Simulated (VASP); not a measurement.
Calculation: PBE GGA, VASP's PBE PAW potentials (set 64) (plane waves; VASP).

VASP ran on this input.

POSCAR:
```
Be
1
    1.1687560000    -1.9896340000     0.0000000000
    1.1687560000     1.9896340000     0.0000000000
    0.0000000000     0.0000000000     3.5425540000
Be
2
Direct
  0.3333330000   0.6666670000   0.2500000000
  0.6779650000   0.3446310000   0.7500000000
```

### KPOINTS
```
Automatic mesh
0
Gamma
16 16 9
0 0 0
```

INCAR:
```
PREC = Accurate
ENCUT = 400   ! plane-wave cut-off (eV)
LWAVE = .FALSE.
SIGMA = 0.1
ISMEAR = 1
ALGO = Normal   ! blocked Davidson
ISIF = 2   ! forces and stress, cell fixed
SYSTEM = Be
IMIX = 1
BMIX = 3.0
NELM = 100
EDIFF = 1E-6   ! SCF stop (eV)
LCHARG = .FALSE.
LREAL = .FALSE.
AMIX = 0.6
LASPH = .TRUE.
GGA = PE   ! PBE
```

POTCAR, in this order: Be (PBE.64 set). Program: vasp_std.

### Question
Estimate the energy per atom (σ→0), pressure, largest force, band gap (on the k-mesh).

### Answer

```yaml
energy per atom (σ→0): -3.759 eV/atom
band gap (on the k-mesh): none (metal, semimetal or under 0.01 eV)
pressure: -4.17 GPa
largest_force: 0.101 eV/Å
```

File OSZICAR:
```
...
DAV:  10    -0.751724814072E+01    0.12606E-03   -0.19342E-05  9522   0.303E-02    0.681E-02
DAV:  11    -0.751719783682E+01    0.50304E-04   -0.78211E-06  9888   0.170E-02    0.440E-02
DAV:  12    -0.751717675738E+01    0.21079E-04   -0.32705E-06  8184   0.104E-02    0.287E-02
DAV:  13    -0.751716775587E+01    0.90015E-05   -0.13932E-06  4344   0.672E-03    0.187E-02
DAV:  14    -0.751716388419E+01    0.38717E-05   -0.61069E-07  4260   0.444E-03    0.123E-02
DAV:  15    -0.751716221058E+01    0.16736E-05   -0.26161E-07  4032   0.292E-03    0.803E-03
DAV:  16    -0.751716148601E+01    0.72457E-06   -0.11311E-07  3990   0.193E-03
   1 F= -.75171615E+01 E0= -.75171440E+01  d E =-.525284E-04
```

The compound is Be in the hcp structure. The cell was not relaxed at this level, atoms are displaced from their ideal sites. The run is one of a series of settings (AMIX = 0.6, BMIX = 3.0, IMIX = 1 against the base run), some of them coarse on purpose.
